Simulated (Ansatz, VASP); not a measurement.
## Cross-check of Ga2O3 between VASP and Ansatz

One calculation is typed for both programs; each brings its own data sets. How far apart do they land? The cell is taken from a series of runs on this material, whose earlier steps may have relaxed, scaled, displaced or heated it; both programs get it as it stands.

Program: Ansatz 0.2.0. Level of theory: plane waves, with VASP 6.6.1 beside it; relaxation of cell and atoms at PBE. Results are calculated unless marked as measured.

## Step 1: Starting point

The structure is monoclinic, space group C2/m (No. 12). The conventional cell has a = 12.444 Å, b = 3.084 Å, c = 5.881 Å, α = 90.00°, β = 103.72°, γ = 90.00°. Ga has 4 O at 1.86 to 1.89 Å nearest. Nearest to Ga lie 6 O at 1.97 to 2.11 Å. Nearest to O lie 3 Ga at 1.86 to 1.97 Å. Nearest to O lie 4 Ga at 1.89 to 2.11 Å. Nearest to O lie 3 Ga at 1.86 to 1.97 Å. Farther neighbours and most contacts between anions are not listed.

As a file:

```cif
data_structure
_symmetry_space_group_name_H-M 'P 1'
_symmetry_Int_Tables_number 1
_cell_length_a 6.4102
_cell_length_b 6.4102
_cell_length_c 5.8809
_cell_angle_alpha 103.311
_cell_angle_beta 103.311
_cell_angle_gamma 27.840
_cell_volume 109.63
loop_
_atom_site_label
_atom_site_type_symbol
_atom_site_fract_x
_atom_site_fract_y
_atom_site_fract_z
_atom_site_occupancy
Ga1 Ga 0.09002 0.09002 0.79474 1
Ga2 Ga 0.90998 0.90998 0.20526 1
Ga3 Ga 0.65845 0.65845 0.31402 1
Ga4 Ga 0.34155 0.34155 0.68598 1
O5 O 0.16347 0.16347 0.10921 1
O6 O 0.83653 0.83653 0.89079 1
O7 O 0.17372 0.17372 0.56446 1
O8 O 0.82628 0.82628 0.43554 1
O9 O 0.49598 0.49598 0.25656 1
O10 O 0.50402 0.50402 0.74344 1
```

## Step 2: VASP: relaxation of cell and atoms, PBE

The relaxed volume is the usual yardstick between codes: in a stiff, nearly cubic crystal its relative difference is about their pressure difference at one cell divided by the bulk modulus.

Lines of VASP's logs that name or quote its potential files are left out, and so is its time.

INCAR reads:

```
SYSTEM = Ga2O3
PREC = Accurate
ENCUT = 600
EDIFF = 1E-07
NELM = 120
ISMEAR = 0
SIGMA = 0.02
LREAL = .FALSE.
ALGO = Normal
GGA = PE
NBANDS = 54
LORBIT = 11
LWAVE = .FALSE.
LCHARG = .FALSE.
ISIF = 3
IBRION = 2
NSW = 80
EDIFFG = -0.005
LASPH = .TRUE.
GGA_COMPAT = .FALSE.
NELMIN = 4
EFERMI = MIDGAP
KPAR = 2
```

POSCAR reads:

```
Ga2O3
1.0
    6.2219375775     -1.5420793446      0.0092871783
    6.2219375775      1.5420793446      0.0092871783
   -1.4035122807      0.0000000000      5.7109571443
Ga O
4 6
Direct
    0.0900226554      0.0900226554      0.7947431457
    0.9099773446      0.9099773446      0.2052568543
    0.6584541071      0.6584541071      0.3140207984
    0.3415458929      0.3415458929      0.6859792016
    0.1634653023      0.1634653023      0.1092082348
    0.8365346977      0.8365346977      0.8907917652
    0.1737165982      0.1737165982      0.5644612433
    0.8262834018      0.8262834018      0.4355387567
    0.4959835229      0.4959835229      0.2565642115
    0.5040164771      0.5040164771      0.7434357885
```

KPOINTS reads:

```
Automatic mesh
0
Gamma
8 8 4
0 0 0
```

Potentials, in the order of the species: Ga_d and O (PBE family, release 64).

Command:

```
$ mpirun -np 2 vasp_std
```

Numbers of over 12 decimals in the logs are rounded to 6 here.

The program printed:

```text
[banner, memory and clock lines left out]
running    2 mpi-ranks, on    1 nodes
 distrk:  each k-point on    1 cores,    2 groups
 distr:  one band on    1 cores,    1 groups

 POSCAR found type information on POSCAR GaO
 POSCAR found :  2 types and      10 ions
 LDA part: xc-table for (Slater+PW92), standard interpolation
 POSCAR, INCAR and KPOINTS ok, starting setup
 FFT: planning ... GRIDC
 FFT: planning ... GRID_SOFT
 FFT: planning ... GRID
 WAVECAR not read
 entering main loop
       N       E                     dE             d eps       ncg     rms          rms(c)
DAV:   1     0.127677215324E+04    0.12768E+04   -0.43885E+04  9940   0.322E+03
DAV:   2     0.223009316935E+03   -0.10538E+04   -0.99442E+03  8584   0.865E+02
DAV:   3    -0.458835686943E+02   -0.26889E+03   -0.26118E+03  9926   0.276E+02
DAV:   4    -0.679789225587E+02   -0.22095E+02   -0.21848E+02 10182   0.849E+01
DAV:   5    -0.688444867045E+02   -0.86556E+00   -0.86358E+00 11132   0.171E+01    0.175E+01
DAV:   6    -0.596010281508E+02    0.92435E+01   -0.33332E+01 15474   0.613E+01    0.506E+00
DAV:   7    -0.597487952701E+02   -0.14777E+00   -0.31455E+00  9378   0.102E+01    0.349E+00
DAV:   8    -0.597229372958E+02    0.25858E-01   -0.55787E-01 12158   0.706E+00    0.126E+00
DAV:   9    -0.596911075046E+02    0.31830E-01   -0.14265E-01 12430   0.510E+00    0.273E-01
DAV:  10    -0.596924006059E+02   -0.12931E-02   -0.22531E-02 11414   0.122E+00    0.163E-01
DAV:  11    -0.596928480337E+02   -0.44743E-03   -0.29707E-03 10094   0.766E-01    0.948E-02
DAV:  12    -0.596929135310E+02   -0.65497E-04   -0.99514E-04 11624   0.501E-01    0.206E-02
DAV:  13    -0.596929295886E+02   -0.16058E-04   -0.19132E-04 12684   0.103E-01    0.731E-03
DAV:  14    -0.596929331834E+02   -0.35947E-05   -0.29469E-05 12456   0.663E-02    0.101E-02
DAV:  15    -0.596929319230E+02    0.12604E-05   -0.58051E-06 13912   0.316E-02    0.321E-03
DAV:  16    -0.596929319813E+02   -0.58273E-07   -0.24907E-06  9652   0.151E-02    0.106E-03
DAV:  17    -0.596929319304E+02    0.50861E-07   -0.28308E-07  7640   0.967E-03
   1 F= -.59692932E+02 E0= -.59692932E+02  d E =-.596929E+02
[...]
2 F= -.59693136E+02 E0= -.59693136E+02  d E =-.203723E-03
[...]
3 F= -.59693326E+02 E0= -.59693326E+02  d E =-.394110E-03
[...]
4 F= -.59693368E+02 E0= -.59693368E+02  d E =-.415051E-04
[...]
5 F= -.59693371E+02 E0= -.59693371E+02  d E =-.450139E-04
[...]
6 F= -.59693384E+02 E0= -.59693384E+02  d E =-.128723E-04
 trial-energy change:   -0.000013  1 .order   -0.000015   -0.000030   -0.000000
 step:   1.0086(harm=  0.9908)  dis= 0.00041  next Energy=   -59.693384 (dE=-0.129E-04)
 bond charge predicted
       N       E                     dE             d eps       ncg     rms          rms(c)
DAV:   1    -0.596933839862E+02   -0.98395E-07   -0.93759E-06  9920   0.181E-02    0.187E-03
DAV:   2    -0.596933839627E+02    0.23558E-07   -0.47215E-07  8614   0.790E-03    0.110E-03
DAV:   3    -0.596933839456E+02    0.17073E-07   -0.68757E-08  5214   0.458E-03    0.257E-04
DAV:   4    -0.596933839472E+02   -0.15752E-08   -0.29836E-08  5100   0.322E-03
   7 F= -.59693384E+02 E0= -.59693384E+02  d E =-.128927E-04
 curvature:   0.13 expect dE= 0.123E-05 dE for cont linesearch  0.769E-08
 trial: gam= 0.34497 g(F)=  0.789E-05 g(S)=  0.186E-05 ort = 0.161E-05 (trialstep = 0.981E+00)
 search vector abs. value=  0.159E-04
 reached required accuracy - stopping structural energy minimisation
```

OUTCAR, selected parts (step 2):

```text
ion  position               nearest neighbor table
   1  0.090  0.090  0.795-   5 1.86  10 1.86  10 1.86   7 1.89
   2  0.910  0.910  0.205-   6 1.86   9 1.86   9 1.86   8 1.89
   3  0.658  0.658  0.314-   5 1.97   5 1.97   9 1.97   8 2.04   7 2.11   7 2.11
   4  0.342  0.342  0.686-   6 1.97   6 1.97  10 1.97   7 2.04   8 2.11   8 2.11
   5  0.163  0.163  0.109-   1 1.86   3 1.97   3 1.97
   6  0.837  0.837  0.891-   2 1.86   4 1.97   4 1.97
   7  0.174  0.174  0.564-   1 1.89   4 2.04   3 2.11   3 2.11
   8  0.826  0.826  0.436-   2 1.89   3 2.04   4 2.11   4 2.11
   9  0.496  0.496  0.257-   2 1.86   2 1.86   3 1.97
  10  0.504  0.504  0.743-   1 1.86   1 1.86   4 1.97

  LATTYP: Found a base centered monoclinic cell.
 ALAT       =    12.4438890175
 B/A-ratio  =     0.2478452423
 C/A-ratio  =     0.4725926862
 COS(beta)  =    -0.2372066203

 Subroutine GETGRP returns: Found  4 space group operations
 (whereof  4 operations were pure point group operations)

The static configuration has the point symmetry C_2h.

 Found     78 irreducible k-points:

   k-points           NKPTS =     78   k-points in BZ     NKDIM =     78   number of bands    NBANDS=     54

   dimension x,y,z NGX =    54 NGY =   54 NGZ =   48
   dimension x,y,z NGXF=   108 NGYF=  108 NGZF=   96

   ENCUT  =  600.0 eV  44.10 Ry    6.64 a.u.  12.80 12.80 11.75*2*pi/ulx,y,z

   NELECT =      88.0000    total number of electrons

 k-points in reciprocal lattice and weights: Automatic mesh
   0.00000000  0.00000000  0.00000000       0.004
   0.12500000  0.00000000 -0.00000000       0.016
   0.25000000  0.00000000 -0.00000000       0.016
   0.37500000  0.00000000  0.00000000       0.016
   0.50000000  0.00000000 -0.00000000       0.008
   0.12500000  0.12500000 -0.00000000       0.008
   0.25000000  0.12500000  0.00000000       0.016
   0.37500000  0.12500000 -0.00000000       0.016
   0.50000000  0.12500000  0.00000000       0.016
[...]
-0.37500000  0.37500000  0.50000000       0.008
   0.50000000  0.50000000  0.50000000       0.004

 average (electrostatic) potential at core
       1 -64.9314       2 -64.9314       3 -64.8604       4 -64.8604       5 -70.1612
       6 -70.1612       7 -70.5666       8 -70.5666       9 -70.4143      10 -70.4143

 E-fermi :   4.4036

 k-point     1 :       0.0000    0.0000    0.0000
  band No.  band energies     occupation
    ...
     40       2.7159      2.00000
     41       2.7548      2.00000
     42       2.9498      2.00000
     43       3.1336      2.00000
     44       3.3949      2.00000
     45       5.3954      0.00000
     46       8.7578      0.00000
     47       9.6666      0.00000
     48       9.8489      0.00000
     49      10.9444      0.00000
    ...

 k-point     2 :       0.1250    0.0000   -0.0000
  band No.  band energies     occupation
    ...
     40       2.3765      2.00000
     41       2.5458      2.00000
     42       2.8878      2.00000
     43       3.0576      2.00000
     44       3.3932      2.00000
     45       6.2629      0.00000
     46       9.0298      0.00000
     47       9.8594      0.00000
     48      10.3464      0.00000
     49      11.4080      0.00000
    ...

 k-point     3 :       0.2500    0.0000   -0.0000
  band No.  band energies     occupation
    ...
     40       2.2737      2.00000
     41       2.3947      2.00000
     42       2.7287      2.00000
     43       2.9197      2.00000
     44       3.3773      2.00000
     45       7.7397      0.00000
     46       9.3766      0.00000
     47       9.8490      0.00000
     48      10.9629      0.00000
     49      11.6740      0.00000
    ...

  Total        0.0044521     -0.0143022      0.0125482      0.0000000      0.0000000     -0.0012603
  in kB        0.0649206     -0.2085535      0.1829769      0.0000000      0.0000000     -0.0183783
  external PRESSURE =       0.0131147 kB  Pullay stress =       0.0000000 kB

  energy-cutoff  :      600.00
  volume of cell :      109.87
      direct lattice vectors                 reciprocal lattice vectors
     6.229624409 -1.543326721  0.011710920     0.080224613 -0.323975470  0.019707268
     6.229624409  1.543326721  0.011710920     0.080224613  0.323975470  0.019707268
    -1.403022196  0.000000000  5.711441822    -0.000328990  0.000000000  0.175006321

 POSITION                                       TOTAL-FORCE (eV/Angst)
 -----------------------------------------------------------------------------------
      0.00579      0.00000      4.54139        -0.003480      0.000000      0.000154
     11.05044      0.00000      1.19347         0.003480      0.000000     -0.000154
      7.76298      0.00000      1.80920        -0.001420      0.000000     -0.000642
      3.29324      0.00000      3.92566         0.001420      0.000000      0.000642
      1.88518      0.00000      0.62691         0.004270      0.000000     -0.000191
      9.17105      0.00000      5.10795        -0.004270      0.000000      0.000191
      1.37174      0.00000      3.22668         0.003054      0.000000     -0.003875
      9.68449      0.00000      2.50818        -0.003054      0.000000      0.003875
      5.81888      0.00000      1.47747         0.004906      0.000000     -0.000745
      5.23735      0.00000      4.25739        -0.004906      0.000000      0.000745
 -----------------------------------------------------------------------------------
    total drift:                                0.000000      0.000000     -0.000000

  FREE ENERGIE OF THE ION-ELECTRON SYSTEM (eV)
  ---------------------------------------------------
  free  energy   TOTEN  =       -59.6933839472 eV

  energy  without entropy=      -59.6933839472  energy(sigma->0) =      -59.69338395

 reached required accuracy - stopping structural energy minimisation

 total charge
# of ion       s       p       d       tot
------------------------------------------
    1        0.724   0.820  10.244  11.788
    2        0.724   0.820  10.244  11.788
    3        0.652   0.676  10.215  11.542
    4        0.652   0.676  10.215  11.542
    5        1.550   3.493   0.000   5.043
    6        1.550   3.493   0.000   5.043
    7        1.555   3.480   0.000   5.035
    8        1.555   3.480   0.000   5.035
    9        1.546   3.523   0.000   5.069
   10        1.546   3.523   0.000   5.069
--------------------------------------------------
tot         12.055  23.984  40.917  76.957

[... 3 further parts left out ...]
```

CONTCAR:

```
Ga2O3
   1.00000000000000
     6.2296244086024988   -1.5433267207901733    0.0117109198549481
     6.2296244086024988    1.5433267207901733    0.0117109198549481
    -1.4030221955614379    0.0000000000000000    5.7114418216056642
  Ga              O
     4     6
Direct
     0.0899628475026639    0.0899628475026639    0.7947705000314048
     0.9100371524973360    0.9100371524973360    0.2052294999685953
     0.6584369017407271    0.6584369017407271    0.3140679876616366
     0.3415630982592729    0.3415630982592729    0.6859320123383633
     0.1635925679234958    0.1635925679234958    0.1090938724028143
     0.8364074320765043    0.8364074320765043    0.8909061275971857
     0.1736364802343762    0.1736364802343762    0.5642381053803105
     0.8263635197656239    0.8263635197656239    0.4357618946196894
     0.4959342322853421    0.4959342322853421    0.2566522321330794
     0.5040657677146577    0.5040657677146577    0.7433477678669206
```

The run keeps the 4 symmetry operations of its start, so it cannot find a distortion of lower symmetry.

## Step 3: Ansatz: relaxation of cell and atoms, PBE

Ansatz runs on its default PAW (the set named soft_2) files.

The same cell, functional, mesh and smearing now go to Ansatz, which takes its cutoff from its data sets.

input.yaml reads:

```yaml
crystal:
  lattice:
    - [6.2219375775, -1.5420793446, 0.0092871783]
    - [6.2219375775, 1.5420793446, 0.0092871783]
    - [-1.4035122807, 0.0, 5.7109571443]
  atoms:
    - { symbol: Ga, position: [0.0900226554, 0.0900226554, 0.7947431457] }
    - { symbol: Ga, position: [0.9099773446, 0.9099773446, 0.2052568543] }
    - { symbol: Ga, position: [0.6584541071, 0.6584541071, 0.3140207984] }
    - { symbol: Ga, position: [0.3415458929, 0.3415458929, 0.6859792016] }
    - { symbol: O, position: [0.1634653023, 0.1634653023, 0.1092082348] }
    - { symbol: O, position: [0.8365346977, 0.8365346977, 0.8907917652] }
    - { symbol: O, position: [0.1737165982, 0.1737165982, 0.5644612433] }
    - { symbol: O, position: [0.8262834018, 0.8262834018, 0.4355387567] }
    - { symbol: O, position: [0.4959835229, 0.4959835229, 0.2565642115] }
    - { symbol: O, position: [0.5040164771, 0.5040164771, 0.7434357885] }
kpoints:
  mp_grid: { grid: [8, 8, 4] }
hamiltonian:
  xc: pbe
scf:
  occupations: { method: gaussian, width: 0.02 }
output:
  forces: true
  stress: true
  eigenvalues: true
relax:
  adjacent_minimum: "off"
  f_tol: 0.005
  max_steps: 80
  cell: { stress_tol: 0.05 }
```

Command:

```
$ ansatz run input.yaml --threads 16 --pin off --max-ram 61440MiB --backend cuda --events-out ev --progress --plain --runs-dir out --max-vram 78GiB
```

The program printed:

```text
basis.fft_grid_basis auto: the FFT boxes are laid along the combinations [[1, -1, 0], [0, 1, 0], [0, 0, 1]] of the cell's own vectors, 3.084, 6.410 and 5.881 Å long. The dense box has 24×45×40 points. Along the cell's own vectors, as sized, it would have 45×45×40, 1.88 times as many. Of the 4 symmetry operations that the crystal satisfies within crystal.symmetry.tolerance (time reversal apart; of a slab, those that keep its plane) the dense box along the cell's own vectors carries 4, and the one as laid loses 2 of those. basis.fft_grid_basis: typed keeps the cell's own vectors: state it where
Engine: ansatz 0.2.0, aarch64-unknown-linux-gnu
Pseudopotentials: kind: paw
Pseudopotential: Ga, paw, valence charge 13, recommended cutoff 420 eV (normal), Ga.paw.azcp
Pseudopotential: O, paw, valence charge 6, recommended cutoff 420 eV (normal), O.paw.azcp
Functional definition: PBE
  parameter kappa = 0.804
  parameter beta = 0.066725
  exchange = pbe_x(kappa = kappa, mu = beta*pi^2/3)
  correlation = pbe_c(beta = beta)
device memory: the entry about to start is reckoned to put 6.3 GiB on a device that reports 162.8 GiB free (of which the cap on the GPU budget leaves the run 78.0 GiB)
GPU FFT provider: cuFFT
[...]
Basis set: ecut = 420 eV, 2141 PW (Γ), FFT grids on a1−a2, a2, a3, exchange–correlation on 48×90×80 points (8 copies of the dense FFT grid, shifted against one another)
[...]
k-points: 78 of 256
[...]
SCF converged after 4 iterations
[...]
- { symbol: Ga, position: [0.341499, 0.341499, 0.685803] }
    - { symbol: O, position: [0.163489, 0.163489, 0.109203] }
    - { symbol: O, position: [0.836511, 0.836511, 0.890797] }
    - { symbol: O, position: [0.173702, 0.173702, 0.564361] }
    - { symbol: O, position: [0.826298, 0.826298, 0.435639] }
    - { symbol: O, position: [0.496021, 0.496021, 0.256681] }
    - { symbol: O, position: [0.503979, 0.503979, 0.743319] }
```

## Step 4: Side by side

Known differences besides the potentials themselves: the cutoff is 420 eV in Ansatz and 600 eV in VASP. Total energies have different zeros and are not compared.

The two programs side by side:

| quantity | Ansatz | VASP | difference |
| --- | --- | --- | --- |
| volume (Å³) | 109.65 | 109.87 | -0.21 % |
| edge a after relaxation, in the typed setting (Å) | 6.415 | 6.418 | -0.04 % |
| edge c after relaxation, in the typed setting (Å) | 5.878 | 5.881 | -0.06 % |

## Step 5: Results

```
difference in volume (relaxation of cell and atoms, PBE) : -0.21 %
```

What this shows: The difference in volume is -0.21 % (relaxation of cell and atoms, PBE), within the 1.2 % picked in this series as the mark of a large difference, as far as the stopping tolerances let one tell. How closely two codes agree says nothing of how well the functional describes the real material.

[Lines on the potential files, build, host, timing and source positions are cut from VASP's logs without a mark.]

[Logs are printed without paths, hosts, clocks, repeated set-up lines and the standing remarks that a program may print on its own settings, such as how far it seeks lower states.]

[Hosts, paths, dates, database ids (printed as entryN), source tags and the programs' standing remarks are cut or masked in the printed files.]
